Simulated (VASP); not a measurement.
Data:

```
TiC
1.0
    0.00000     2.11532     2.11532
    2.11532     0.00000     2.11532
    2.11532     2.11532     0.00000
Ti C
1 1
Direct
  0.00000   0.00000   0.00000
  0.50000   0.50000   0.50000
```

These are PBEsol GGA, VASP's PBE PAW potentials (set 64) (plane waves; VASP 6.6.1) values and carry that method's errors. Numerical set-up: 600 eV cut-off, 14×14×14 Γ-centred mesh, first-order Methfessel-Paxton smearing of 0.10 eV, potentials Ti_sv C.

Give the stress tensor in GPa (positive for a compressed cell).

```
12.98   0.00   0.00
 0.00  12.98   0.00
 0.00   0.00  12.98
```
The pressure is its mean diagonal, 12.98 GPa.

The compound is TiC in the rock salt structure. This cell was strained or had an atom moved on purpose.
